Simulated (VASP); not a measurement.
Computed with LDA (Ceperley-Alder, Perdew-Zunger), VASP's LDA PAW potentials (set 64) (plane waves; VASP 6.6.1).

VASP input:

**POSCAR**
```
MoS2 monolayer
1.0
  3.1231394201   0.0000000000   0.0000000000
 -1.5615697101   2.7047178111   0.0000000000
  0.0000000000   0.0000000000  18.8099330560
Mo S
1 2
Cartesian
  1.5615712716   0.9015717021   9.4049665280
 -0.0000015616   1.8031461090  10.9615825380
 -0.0000015616   1.8031461090   7.8483505180
```

### INCAR
```
! general
SYSTEM  = MoS2 monolayer
PREC    = Normal
ENCUT   = 400
LREAL   = .False.
LASPH   = .True.

! electronic loop
EDIFF   = 1E-5
NELM    = 100
NELMIN  = 4
ALGO    = Normal
LMAXMIX = 4

! smearing
ISMEAR  = 0
SIGMA   = 0.05

! ions
IBRION  = 2
NSW     = 50
ISIF    = 4
EDIFFG  = -0.03

! output
LWAVE   = .True.
LCHARG  = .False.
```

File KPOINTS:
```
Regular mesh
0
G
12 12 1
```

POTCAR, in this order: Mo_sv S (LDA.64 set). Program: vasp_std.

The resulting files:

### OUTCAR
```
 ion  position               nearest neighbor table
   1  0.667  0.333  0.500-   2 2.38   3 2.38   2 2.38   3 2.38   2 2.38   3 2.38
   2  0.333  0.667  0.583-   1 2.38   1 2.38   1 2.38
   3  0.333  0.667  0.417-   1 2.38   1 2.38   1 2.38
  LATTYP: Found a hexagonal cell.
 ALAT       =     3.1231394201
 C/A-ratio  =     6.0227644449
 Subroutine PRICEL returns:
 Original cell was already a primitive cell.
 Subroutine GETGRP returns: Found 12 space group operations
The static configuration has the point symmetry D_3h.
The dynamic configuration has the point symmetry D_3h.
 Subroutine INISYM returns: Found 12 space group operations
 Subroutine IBZKPT returns following result:
 Found     19 irreducible k-points:

 Following reciprocal coordinates:
            Coordinates               Weight
  0.000000  0.000000  0.000000      1.000000
  0.083333  0.000000  0.000000      6.000000
  0.166667  0.000000  0.000000      6.000000
  0.250000  0.000000  0.000000      6.000000
  0.333333  0.000000  0.000000      6.000000
  0.416667  0.000000  0.000000      6.000000
  0.500000  0.000000  0.000000      3.000000
...
```

OSZICAR:
```
       N       E                     dE             d eps       ncg     rms          rms(c)
DAV:   1     0.143952046719E+03    0.14395E+03   -0.12748E+04   878   0.101E+03
DAV:   2    -0.172029253383E+02   -0.16115E+03   -0.15921E+03   887   0.254E+02
DAV:   3    -0.256785670818E+02   -0.84756E+01   -0.84402E+01   818   0.572E+01
DAV:   4    -0.258177079675E+02   -0.13914E+00   -0.13889E+00   872   0.768E+00
DAV:   5    -0.258211197835E+02   -0.34118E-02   -0.34112E-02   820   0.111E+00    0.265E+01
DAV:   6    -0.247303103168E+02    0.10908E+01   -0.10134E+01   752   0.232E+01    0.889E+00
DAV:   7    -0.245436892444E+02    0.18662E+00   -0.48498E+00   768   0.149E+01    0.658E+00
DAV:   8    -0.243675159315E+02    0.17617E+00   -0.93298E-01   768   0.702E+00    0.148E+00
DAV:   9    -0.243664251888E+02    0.10907E-02   -0.30705E-02   779   0.116E+00    0.648E-01
DAV:  10    -0.243639453378E+02    0.24799E-02   -0.14741E-02   733   0.922E-01    0.101E-01
DAV:  11    -0.243639833269E+02   -0.37989E-04   -0.64492E-04   736   0.199E-01    0.555E-02
DAV:  12    -0.243640917473E+02   -0.10842E-03   -0.11358E-04   791   0.609E-02    0.287E-02
DAV:  13    -0.243643852120E+02   -0.29346E-03   -0.47835E-04   681   0.104E-01    0.595E-02
DAV:  14    -0.243646313937E+02   -0.24618E-03   -0.77771E-05   730   0.593E-02    0.999E-03
DAV:  15    -0.243647408466E+02   -0.10945E-03   -0.11715E-05   543   0.167E-02    0.723E-03
DAV:  16    -0.243648028408E+02   -0.61994E-04   -0.82900E-06   549   0.986E-03    0.569E-03
DAV:  17    -0.243648392793E+02   -0.36439E-04   -0.71144E-06   551   0.810E-03    0.194E-03
DAV:  18    -0.243648541917E+02   -0.14912E-04   -0.81923E-07   399   0.366E-03    0.216E-03
DAV:  19    -0.243648741990E+02   -0.20007E-04   -0.13329E-06   439   0.297E-03    0.924E-04
DAV:  20    -0.243648810727E+02   -0.68737E-05   -0.24421E-07   323   0.162E-03
   1 F= -.24364881E+02 E0= -.24364881E+02  d E =-.243649E+02
       N       E                     dE             d eps       ncg     rms          rms(c)
DAV:   1    -0.243656551863E+02   -0.78099E-03   -0.45911E-02   646   0.174E+00    0.216E-01
DAV:   2    -0.243652363262E+02    0.41886E-03   -0.43185E-03   792   0.410E-01    0.102E-01
DAV:   3    -0.243651326030E+02    0.10372E-03   -0.10753E-03   712   0.248E-01    0.115E-01
DAV:   4    -0.243650747392E+02    0.57864E-04   -0.11493E-04   821   0.723E-02    0.691E-02
DAV:   5    -0.243650515912E+02    0.23148E-04   -0.93023E-05   726   0.608E-02    0.135E-02
DAV:   6    -0.243650573848E+02   -0.57937E-05   -0.41932E-06   323   0.160E-02
   2 F= -.24365057E+02 E0= -.24365057E+02  d E =-.176312E-03
```

File OUTCAR:
```
------------------------ aborting loop because EDIFF is reached ----------------------------------------
  FORCE on cell =-STRESS in cart. coord.  units (eV):
  Direction    XX          YY          ZZ          XY          YZ          ZX
  --------------------------------------------------------------------------------------
  Total       -0.1801177     -0.1801177     -0.0541985      0.0000000      0.0000000      0.0000000
  in kB       -1.8162118     -1.8162114     -0.5465089      0.0000000      0.0000000      0.0000000
  external PRESSURE =      -1.3929774 kB  Pullay stress =       0.0000000 kB
  volume of cell :      158.89
      direct lattice vectors                 reciprocal lattice vectors
     3.125195672  0.000000000 -0.000000000     0.319979964  0.184740537 -0.000000000
    -1.562597836  2.706498579  0.000000000    -0.000000000  0.369481073 -0.000000000
    -0.000000000  0.000000000 18.785188846     0.000000000 -0.000000000  0.053233428
 POSITION                                       TOTAL-FORCE (eV/Angst)
 -----------------------------------------------------------------------------------
      1.56260      0.90217      9.39259        -0.000000      0.000000      0.000000
     -0.00000      1.80433     10.94329         0.000000     -0.000000      0.023024
     -0.00000      1.80433      7.84190         0.000000     -0.000000     -0.023024
 -----------------------------------------------------------------------------------
    total drift:                               -0.001249      0.000724      0.000000
  FREE ENERGIE OF THE ION-ELECTRON SYSTEM (eV)
  ---------------------------------------------------
  free  energy   TOTEN  =       -24.3650573848 eV

  energy  without entropy=      -24.3650573848  energy(sigma->0) =      -24.36505738

 reached required accuracy - stopping structural energy minimisation
```
(Selected blocks of OUTCAR.)

**CONTCAR**
```
MoS2 monolayer
   1.00000000000000
     3.1251956715757534    0.0000000000002078   -0.0000000000000000
    -1.5625978358377297    2.7064985788560607    0.0000000000000000
    -0.0000000000000000    0.0000000000000000   18.7851888459090333
  Mo              S
     1     2
Direct
     0.6666669999999968    0.3333330000000032    0.5000000000000000
     0.3333330000000032    0.6666669999999968    0.5825488632648439
     0.3333330000000032    0.6666669999999968    0.4174511367351561
```

The cell is a sheet with vacuum, built from MoS2 (2H layered).
